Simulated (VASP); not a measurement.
Zr2CrN2: relaxation of cell and atoms with PBE

Zr2CrN2:

```
CELL_PARAMETERS angstrom
-2.22758 2.22758 3.74100
2.22758 -2.22758 3.74100
2.22758 2.22758 -3.74100
ATOMIC_POSITIONS crystal
Zr 0.68721 0.68721 0.00000
Zr 0.31279 0.31279 0.00000
Cr 0.00000 0.00000 0.00000
N 0.50000 0.00000 0.50000
N 0.00000 0.50000 0.50000
```

The cell was built by a generator and needn't be a form met in nature.

- Program: VASP 6.6.1
- Task: relaxation of cell and atoms
- Functional: PBE
- Potentials or basis: VASP PAW PBE potentials, release 64 (Zr_sv, Cr_pv, N)
- Cutoff: 520 eV
- k mesh: 4 × 4 × 4
- Occupations: gaussian, width 0.15 eV
- Spin: collinear spin, ferromagnetic start
- Starting moments: [0.0, 0.0, 3.0, 0.0, 0.0] μB
- Further INCAR settings: PREC = Normal; ALGO = Fast; EDIFF = 0.0001; IBRION = 2; EDIFFG = -0.08; NSW = 24; ISIF = 3

```
Relaxed volume                                        : 13.73 Å³/atom
Relaxed cell                                          : a = 5.597 Å, b = 5.597 Å, c = 5.597 Å, α = 141.09°, β = 141.09°, γ = 56.20°
Space group after relaxing (to 0.05 Å)                : I4/mmm (No. 139)
Energy gained by relaxing                             : 914.4 meV/atom
Ionic steps                                           : 13
Pressure after relaxing                               : -0.4 GPa
Largest force after relaxing                          : 0.064 eV/Å
Band gap on the k mesh                                : none (metal or under the smearing width)
Net moment                                            : -0.73 μB per cell
Site moments                                          : Zr +0.02; Cr -0.78; N -0.00 μB
Valence electrons inside the program's atomic spheres : Zr 9.74; Cr 11.26; N 3.72
```

Forces on the atoms (eV/Å):
```
Zr   0.000  0.000  0.064
Zr   0.000  0.000 -0.064
Cr   0.000  0.000  0.000
N    0.000  0.000  0.000
N    0.000  0.000  0.000
```

Stress tensor (GPa, compression positive):
```
-0.22  0.00  0.00
 0.00 -0.22  0.00
 0.00  0.00 -0.87
```

The path:
```tsv
step	energy change (eV)	largest force (eV/Å)	pressure (GPa)	volume (Å³)
1	0.0000	3.5875	-19.66	74.25
2	-2.7348	0.3715	32.60	55.71
3	-3.0045	0.8148	13.83	58.87
4	-3.8832	0.5352	4.92	63.37
5	-4.5402	0.2467	-3.96	69.44
6	-4.5370	0.2003	-2.90	68.99
7	-4.5404	0.2150	-3.08	69.22
8	-4.4948	0.5080	7.30	66.75
9	-4.5666	0.3395	1.00	68.32
10	-4.5672	0.3238	0.71	68.45
11	-4.5672	0.3187	0.47	68.50
12	-4.5714	0.0261	-0.93	68.68
13	-4.5719	0.0637	-0.44	68.63
```

Final structure:
```
CELL_PARAMETERS angstrom
-1.86419 1.86419 4.93723
1.86419 -1.86419 4.93723
1.86419 1.86419 -4.93723
ATOMIC_POSITIONS crystal
Zr 0.64560 0.64560 0.00000
Zr 0.35440 0.35440 0.00000
Cr 0.00000 0.00000 0.00000
N 0.50000 0.00000 0.50000
N 0.00000 0.50000 0.50000
```

Levels at points of the mesh, in eV from the Fermi level:
Spin up:
```csv
k point,band 19,band 20,band 21,band 22,band 23,band 24,band 25,band 26,band 27,band 28
"(0.00, 0.00, 0.00)",-1.90,-1.90,-1.56,-0.56,-0.56,0.32,1.18,1.40,1.40,1.54
"(0.50, 0.00, 0.00)",-3.94,-1.58,-1.40,-1.02,0.38,0.43,1.17,1.32,1.36,2.46
"(0.50, 0.50, 0.00)",-2.23,-1.98,-1.67,-0.89,-0.55,0.86,1.86,1.99,3.10,3.26
"(0.50, 0.50, 0.50)",-2.07,-2.07,-1.42,-0.69,-0.69,-0.24,0.27,0.94,1.71,2.31
```
Spin down:
```
           k point  band 20  band 21  band 22  band 23  band 24  band 25  band 26  band 27
(0.00, 0.00, 0.00)    -1.94    -1.94    -1.28    -1.28     0.28     0.88     1.13     1.45
(0.50, 0.00, 0.00)    -1.90    -1.77    -0.96     0.14     0.32     0.38     0.87     1.38
(0.50, 0.50, 0.00)    -2.20    -1.62    -0.84    -0.51     0.29     1.22     1.36     2.62
(0.50, 0.50, 0.50)    -2.11    -2.11    -1.37    -1.37    -0.33     0.34     0.54     1.79
```

Run time: 8.3 min on 1 thread of Intel(R) Xeon(R) Platinum 8259CL CPU @ 2.50GHz (Skylake/Cascade Lake) (shared host), peak memory 0.21 GiB.

Caveat: the k mesh is coarse (spacing up to 0.50 Å⁻¹), so the values aren't converged; a cell with one magnetic atom can't hold antiferromagnetic order, which such compounds often take; the relaxation stopped at a loose force limit of 0.08 eV/Å, so its end isn't a converged minimum. With open d or f shells a metallic result of PBE can be an artefact of self-interaction; +U or a hybrid may open a gap.
